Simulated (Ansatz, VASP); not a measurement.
## Cross-check of SnO2 between VASP and Ansatz

One calculation is typed for both programs; each brings its own data sets. How far apart do they land? The cell is taken from a series of runs on this material, whose earlier steps may have relaxed, scaled, displaced or heated it; both programs get it as it stands.

Calculated with Ansatz 0.2.0; plane waves, with VASP 6.6.1 beside it; G0W0 gap at LDA.

**1. Set-up**

It takes space group P4_2/mnm (No. 136, tetragonal). Conventional cell: a = 4.828 Å, b = 4.828 Å, c = 3.249 Å, α = 90.00°, β = 90.00°, γ = 90.00°. Sn has 6 O at 2.09 to 2.10 Å nearest. Nearest to O lie 3 Sn at 2.09 to 2.10 Å. Farther neighbours and most contacts between anions are not listed.

Coordinates:

```
Sn O
1.0
    -3.24890    3.41447    3.41402
     3.24890   -3.41447    3.41402
     3.24890    3.41447   -3.41402
Sn O
4 8
Direct
  0.00000 0.25000 0.75000
  0.00000 0.75000 0.25000
  0.50000 0.50000 0.50000
  0.50000 0.00000 0.00000
  0.19236 0.19236 0.50000
  0.69235 0.74999 0.94236
  0.19236 0.69236 0.00000
  0.30763 0.74999 0.55764
  0.69237 0.25001 0.44236
  0.30765 0.25001 0.05764
  0.80764 0.30764 0.00000
  0.80764 0.80764 0.50000
```

**2. VASP: G0W0 gap, LDA**

Quasiparticle shifts depend on high empty states and on the cores, so they are the hardest test of two PAW sets.

Lines of VASP's logs that name or quote its potential files are left out, and so is its time.

The run reads the wave functions of an earlier VASP run, which isn't shown here.

INCAR reads:

```
SYSTEM = SnO2
PREC = Accurate
ENCUT = 440
ISMEAR = 0
SIGMA = 0.01
LREAL = .FALSE.
GGA = CA
NBANDS = 624
ALGO = EVGW0
NELMGW = 1
ENCUTGW = 140
NOMEGA = 64
PRECFOCK = Fast
NBANDSGW = 64
LWAVE = .FALSE.
LCHARG = .FALSE.
```

POSCAR reads:

```
SnO2
1.0
   -3.2488970000      3.4144700000      3.4140210000
    3.2488970000     -3.4144700000      3.4140210000
    3.2488970000      3.4144700000     -3.4140210000
Sn O
4 8
Direct
    0.9999982115      0.2499982115      0.7500000000
    0.0000017885      0.7500017885      0.2500000000
    0.5000000000      0.5000000000      0.5000000000
    0.5000000000      0.0000000000      0.0000000000
    0.1923626509      0.1923614619      0.4999988110
    0.6923543882      0.7499946780      0.9423597102
    0.1923626509      0.6923638399      0.0000011890
    0.3076349679      0.7499946780      0.5576402898
    0.6923650321      0.2500053220      0.4423597102
    0.3076456118      0.2500053220      0.0576402898
    0.8076373491      0.3076361601      0.9999988110
    0.8076373491      0.8076385381      0.5000011890
```

KPOINTS reads:

```
Automatic mesh
0
Gamma
4 4 4
0 0 0
```

Potentials, in the order of the species: Sn_d_GW and O_GW (LDA family, release 64).

Run with:

```
> mpirun -np 16 vasp_std
```

Numbers of over 12 decimals in the logs are rounded to 6 here.

Output:

```text
[banner, memory and clock lines left out]
running   16 mpi-ranks, on    1 nodes
 distrk:  each k-point on   16 cores,    1 groups
 distr:  one band on    1 cores,   16 groups

 POSCAR found type information on POSCAR SnO
 POSCAR found :  2 types and      12 ions
|                                                                             |
|           W    W    AA    RRRRR   N    N  II  N    N   GGGG   !!!           |
|           W    W   A  A   R    R  NN   N  II  NN   N  G    G  !!!           |
|           W    W  A    A  R    R  N N  N  II  N N  N  G       !!!           |
|           W WW W  AAAAAA  RRRRR   N  N N  II  N  N N  G  GGG   !            |
|           WW  WW  A    A  R   R   N   NN  II  N   NN  G    G                |
|           W    W  A    A  R    R  N    N  II  N    N   GGGG   !!!           |
|                                                                             |
|     For optimal performance we recommend to set                             |
|       NCORE = 2 up to number-of-cores-per-socket                            |
|     NCORE specifies how many cores store one orbital (NPAR=cpu/NCORE).      |
|     This setting can greatly improve the performance of VASP for DFT.       |
|     The default, NCORE=1 might be grossly inefficient on modern             |
|     multi-core architectures or massively parallel machines. Do your        |
|     Unfortunately you need to use the default for GW and RPA                |
|     calculations (for HF NCORE is supported but not extensively tested      |
|     yet).                                                                   |
|                                                                             |

|                                                                             |
|           W    W    AA    RRRRR   N    N  II  N    N   GGGG   !!!           |
|           W    W   A  A   R    R  NN   N  II  NN   N  G    G  !!!           |
|           W    W  A    A  R    R  N N  N  II  N N  N  G       !!!           |
|           W WW W  AAAAAA  RRRRR   N  N N  II  N  N N  G  GGG   !            |
|           WW  WW  A    A  R   R   N   NN  II  N   NN  G    G                |
|           W    W  A    A  R    R  N    N  II  N    N   GGGG   !!!           |
|                                                                             |
|     The default for ENCUTGWSOFT is different in this version of VASP.       |
|     please manually set ENCUTGWSOFT =140 in the INCAR file.                 |
|                                                                             |

 LDA part: xc-table for (Slater(with rela. corr.)+CA(PZ))
 , standard interpolation
 found WAVECAR, reading the header
 POSCAR, INCAR and KPOINTS ok, starting setup
 FFT: planning ... GRIDC
 FFT: planning ... GRID_SOFT
 FFT: planning ... GRID
 reading WAVECAR
 the WAVECAR file was read successfully
 initial charge from wavefunction
 available memory per node:      9.60 GB, setting MAXMEM to      9834

 The Fermi energy was updated, please check that it is located mid-gap
 values below the HOMO (VB) or above the LUMO (CB) will cause erroneous energies
 E-fermi :   3.7901

 calculate exact exchange contribution
 the WAVEDER file was read successfully
energies w=
    0.000    0.000    0.237    0.000    0.473    0.000    0.708    0.000
    0.941    0.000    1.173    0.000    1.402    0.000    1.628    0.000
    1.851    0.000    2.072    0.000    2.289    0.000    2.503    0.000
    2.714    0.000    2.923    0.000    3.128    0.000    3.332    0.000
    3.533    0.000    3.732    0.000    3.930    0.000    4.128    0.000
    4.324    0.000    4.520    0.000    4.717    0.000    4.914    0.000
    5.113    0.000    5.314    0.000    5.517    0.000    5.722    0.000
    5.932    0.000    6.146    0.000    6.366    0.000    6.592    0.000
    6.824    0.000    7.065    0.000    7.315    0.000    7.576    0.000
    7.849    0.000    8.136    0.000    8.439    0.000    8.761    0.000
    9.103    0.000    9.470    0.000    9.865    0.000   10.292    0.000
   10.757    0.000   11.266    0.000   11.828    0.000   12.452    0.000
   13.150    0.000   13.939    0.000   14.838    0.000   15.873    0.000
   17.081    0.000   18.507    0.000   20.220    0.000   22.315    0.000
   24.936    0.000   28.307    0.000   32.799    0.000   39.075    0.000
   48.445    0.000   63.908    0.000   94.184    0.000  179.768    0.000
 responsefunction array rank=     592
 LDA part: xc-table for (Slater(with rela. corr.)+CA(PZ))
 , standard interpolation

 min. memory requirement per mpi rank    864.3 MB, per node  13829.4 MB

 allocating   4 responsefunctions rank=   592
 shmem allocating  64 responsefunctions rank=   592
 response function shared by NCSHMEM nodes    1
 Doing            4  frequencies on each core in blocks of           64
NQ=   1    0.0000    0.0000    0.0000,
|.........|.........|.........|.........|.........|.........|.........|.........
 performed       5244000 updates of chi_q(r,r)
 total number of BLAS operations      13299.84 Gflops
NQ=   2    0.2500    0.0000   -0.0000,
|.........|.........|.........|.........|.........|.........|.........|.........
 performed      12565000 updates of chi_q(r,r)
 total number of BLAS operations      33344.91 Gflops
NQ=   3    0.5000    0.0000   -0.0000,
|.........|.........|.........|.........|.........|.........|.........|.........
 performed      18289000 updates of chi_q(r,r)
 total number of BLAS operations      48223.15 Gflops
NQ=   4    0.0000    0.2500   -0.0000,
|.........|.........|.........|.........|.........|.........|.........|.........
 performed      25930000 updates of chi_q(r,r)
 total number of BLAS operations      68223.48 Gflops
NQ=   5    0.2500    0.2500   -0.0000,
|.........|.........|.........|.........|.........|.........|.........|.........
 performed      34849000 updates of chi_q(r,r)
 total number of BLAS operations      91324.58 Gflops
NQ=   6    0.5000    0.2500   -0.0000,
|.........|.........|.........|.........|.........|.........|.........|.........
 performed      43768000 updates of chi_q(r,r)
 total number of BLAS operations     114425.68 Gflops
NQ=   7   -0.2500    0.2500   -0.0000,
|.........|.........|.........|.........|.........|.........|.........|.........
 performed      51728000 updates of chi_q(r,r)
 total number of BLAS operations     135262.27 Gflops
NQ=   8    0.0000    0.5000   -0.0000,
|.........|.........|.........|.........|.........|.........|.........|.........
 performed      57691000 updates of chi_q(r,r)
 total number of BLAS operations     150438.69 Gflops
NQ=   9    0.2500    0.5000   -0.0000,
|.........|.........|.........|.........|.........|.........|.........|.........
 performed      66610000 updates of chi_q(r,r)
 total number of BLAS operations     173539.79 Gflops
NQ=  10    0.5000    0.5000   -0.0000,
|.........|.........|.........|.........|.........|.........|.........|.........
 performed      72813000 updates of chi_q(r,r)
 total number of BLAS operations     189325.98 Gflops
NQ=  11    0.2500    0.2500    0.2500,
|.........|.........|.........|.........|.........|.........|.........|.........
 performed      79096000 updates of chi_q(r,r)
 total number of BLAS operations     205543.04 Gflops
NQ=  12   -0.2500    0.2500    0.2500,
|.........|.........|.........|.........|.........|.........|.........|.........
 performed      85459000 updates of chi_q(r,r)
 total number of BLAS operations     222315.04 Gflops
NQ=  13    0.5000    0.5000    0.2500,
|.........|.........|.........|.........|.........|.........|.........|.........
 performed      93419000 updates of chi_q(r,r)
 total number of BLAS operations     242861.23 Gflops
NQ=  14   -0.2500    0.5000    0.2500,
|.........|.........|.........|.........|.........|.........|.........|.........
 performed     101060000 updates of chi_q(r,r)
 total number of BLAS operations     262582.81 Gflops
NQ=  15    0.2500   -0.2500    0.2500,
|.........|.........|.........|.........|.........|.........|.........|.........
 performed     107503000 updates of chi_q(r,r)
 total number of BLAS operations     279506.22 Gflops
NQ=  16    0.5000   -0.2500    0.2500,
|.........|.........|.........|.........|.........|.........|.........|.........
 performed     114824000 updates of chi_q(r,r)
 total number of BLAS operations     298536.53 Gflops
NQ=  17   -0.2500   -0.2500    0.2500,
|.........|.........|.........|.........|.........|.........|.........|.........
 performed     121346000 updates of chi_q(r,r)
 total number of BLAS operations     315669.73 Gflops
NQ=  18    0.5000    0.5000    0.5000,
|.........|.........|.........|.........|.........|.........|.........|.........
 performed     126590000 updates of chi_q(r,r)
 total number of BLAS operations     328922.36 Gflops
 resolving degeneracies of screened two electron integrals

 calculate QP shifts <psi_nk| G(iteration)W_0 |psi_nk>: iteration 1
 entering main loop
```

OUTCAR, selected parts (step 2):

```text
ion  position               nearest neighbor table
   1  1.000  0.250  0.750-  12 2.09  11 2.09   7 2.09   5 2.09  10 2.10   9 2.10
   2  0.000  0.750  0.250-   5 2.09   7 2.09  11 2.09  12 2.09   6 2.10   8 2.10
   3  0.500  0.500  0.500-   8 2.09   9 2.09   6 2.09  10 2.09   5 2.10  12 2.10
   4  0.500  0.000  0.000-   6 2.09  10 2.09   9 2.09   8 2.09   7 2.10  11 2.10
   5  0.192  0.192  0.500-   2 2.09   1 2.09   3 2.10
   6  0.692  0.750  0.942-   3 2.09   4 2.09   2 2.10
   7  0.192  0.692  0.000-   2 2.09   1 2.09   4 2.10
   8  0.308  0.750  0.558-   3 2.09   4 2.09   2 2.10
   9  0.692  0.250  0.442-   3 2.09   4 2.09   1 2.10
  10  0.308  0.250  0.058-   3 2.09   4 2.09   1 2.10
  11  0.808  0.308  1.000-   1 2.09   2 2.09   4 2.10
  12  0.808  0.808  0.500-   1 2.09   2 2.09   3 2.10

  LATTYP: Found a body centered orthorhombic cell.
 ALAT       =     6.4977940000
 B/A-ratio  =     1.0508246337
 C/A-ratio  =     1.0509628345

 Subroutine GETGRP returns: Found  8 space group operations
 (whereof  4 operations were pure point group operations)

The static configuration has the point symmetry C_2h.
 The point group associated with its full space group is D_2h.

 Found     18 irreducible k-points:

   k-points           NKPTS =     18   k-points in BZ     NKDIM =     64   number of bands    NBANDS=    624

   dimension x,y,z NGX =    40 NGY =   40 NGZ =   40
   dimension x,y,z NGXF=    80 NGYF=   80 NGZF=   80

   ENCUT  =  440.0 eV  32.34 Ry    5.69 a.u.   9.95  9.95  9.95*2*pi/ulx,y,z

   NELECT =     104.0000    total number of electrons

  energy-cutoff  :      440.00
  volume of cell :      151.49
      direct lattice vectors                 reciprocal lattice vectors
    -3.248897000  3.414470000  3.414021000     0.000000000  0.146435611  0.146454869
     3.248897000 -3.414470000  3.414021000     0.153898385  0.000000000  0.146454869
     3.248897000  3.414470000 -3.414021000     0.153898385  0.146435611  0.000000000

 k-points in reciprocal lattice and weights: Automatic mesh
   0.00000000  0.00000000  0.00000000       0.016
   0.25000000  0.00000000 -0.00000000       0.062
   0.50000000  0.00000000 -0.00000000       0.031
   0.00000000  0.25000000 -0.00000000       0.062
   0.25000000  0.25000000 -0.00000000       0.125
   0.50000000  0.25000000 -0.00000000       0.125
  -0.25000000  0.25000000 -0.00000000       0.062
   0.00000000  0.50000000 -0.00000000       0.031
   0.25000000  0.50000000 -0.00000000       0.125
[...]
-0.25000000 -0.25000000  0.25000000       0.031
   0.50000000  0.50000000  0.50000000       0.016

 E-fermi :   3.7901

 QP shifts <psi_nk| G(iteration)W_0 |psi_nk>: iteration 1
 for sc-GW calculations column KS-energies equals QP-energies in previous step
 and V_xc(KS)=  KS-energies - (<T + V_ion + V_H > + <T+V_H+V_ion>^1  + <V_x>^1)
 k-point   1 :       0.0000    0.0000    0.0000
  band No.  KS-energies  QP-energies   sigma(KS)   V_xc(KS)     V^pw_x(r,r')   Z            occupation Imag(sigma)
    ...
     49       2.7445       2.0801     -20.1245     -19.1974     -25.3221       0.7165       2.0000       0.1111
     50       2.7717       2.2584     -20.3404     -19.6319     -25.0358       0.7245       2.0000       0.1054
     51       2.7717       2.2584     -20.3404     -19.6319     -25.0358       0.7245       2.0000       0.1054
     52       3.5250       2.9395     -20.7817     -19.9756     -25.8590       0.7264       2.0000       0.1068
     53       4.0552       4.8472     -14.2506     -15.2322     -11.2437       0.8068       0.0000      -0.0229
     54       7.7113       8.9529     -14.3466     -15.9177     -10.4170       0.7903       0.0000      -0.0201
     55       7.7113       8.9529     -14.3466     -15.9177     -10.4170       0.7903       0.0000      -0.0201
     56       8.8952      10.1560     -13.6661     -15.2930      -9.2913       0.7750       0.0000      -0.0331
    ...

 k-point   2 :       0.2500    0.0000   -0.0000
  band No.  KS-energies  QP-energies   sigma(KS)   V_xc(KS)     V^pw_x(r,r')   Z            occupation Imag(sigma)
    ...
     49       2.6073       1.9416     -19.9121     -18.9831     -25.0535       0.7165       2.0000       0.1108
     50       2.6073       1.9416     -19.9121     -18.9831     -25.0535       0.7165       2.0000       0.1108
     51       2.8045       2.2778     -20.3388     -19.6123     -25.0712       0.7250       2.0000       0.1059
     52       3.2471       2.6435     -20.3417     -19.5082     -25.3349       0.7242       2.0000       0.1056
     53       5.4142       6.3006     -15.7302     -16.8541     -13.1318       0.7887       0.0000      -0.0156
     54       8.2820       9.5809     -14.6782     -16.3426     -10.6278       0.7804       0.0000      -0.0214
     55       8.2820       9.5809     -14.6782     -16.3426     -10.6278       0.7804       0.0000      -0.0214
     56       8.4599       9.6950     -14.4126     -16.0061     -10.3419       0.7751       0.0000      -0.0335
    ...

 k-point   3 :       0.5000    0.0000   -0.0000
  band No.  KS-energies  QP-energies   sigma(KS)   V_xc(KS)     V^pw_x(r,r')   Z            occupation Imag(sigma)
    ...
     49       2.7525       2.2964     -20.5700     -19.9499     -24.8439       0.7353       2.0000       0.0974
     50       2.7525       2.2964     -20.5700     -19.9499     -24.8439       0.7353       2.0000       0.0974
     51       2.9005       2.3288     -20.2137     -19.4243     -25.0469       0.7243       2.0000       0.1063
     52       2.9005       2.3288     -20.2137     -19.4243     -25.0469       0.7243       2.0000       0.1063
     53       7.2296       8.3811     -15.5569     -17.0309     -12.1388       0.7811       0.0000      -0.0269
     54       7.2296       8.3811     -15.5569     -17.0309     -12.1388       0.7811       0.0000      -0.0269
     55       9.1712      10.6274     -16.0375     -17.9646     -11.7984       0.7556       0.0000      -0.0274
     56       9.1712      10.6274     -16.0375     -17.9646     -11.7984       0.7556       0.0000      -0.0274
    ...

 k-point   4 :       0.0000    0.2500   -0.0000
  band No.  KS-energies  QP-energies   sigma(KS)   V_xc(KS)     V^pw_x(r,r')   Z            occupation Imag(sigma)
    ...
     49       2.6880       2.0275     -20.0637     -19.1428     -25.2087       0.7172       2.0000       0.1109
     50       2.7814       2.1478     -20.1426     -19.2623     -25.1979       0.7197       2.0000       0.1084
     51       2.7858       2.2526     -20.3536     -19.6182     -25.0954       0.7250       2.0000       0.1058
     52       3.3218       2.7228     -20.5487     -19.7230     -25.5916       0.7254       2.0000       0.1064
     53       5.5535       6.4904     -15.7014     -16.8897     -12.9370       0.7884       0.0000      -0.0176
     54       7.9338       9.2121     -14.8742     -16.5080     -10.9506       0.7824       0.0000      -0.0203
     55       8.1574       9.4537     -14.7145     -16.3738     -10.6829       0.7813       0.0000      -0.0213
     56       8.9835      10.3006     -14.5690     -16.2861     -10.2753       0.7670       0.0000      -0.0352
    ...

[... 4 further parts left out ...]
```

[end of part 1 of 2]

[Lines on the potential files, build, host, timing and source positions are cut from VASP's logs without a mark.]

[Logs are printed without paths, hosts, clocks, repeated set-up lines and the standing remarks that a program may print on its own settings, such as how far it seeks lower states.]

[Hosts, paths, dates, database ids (printed as entryN), source tags and the programs' standing remarks are cut or masked in the printed files.]
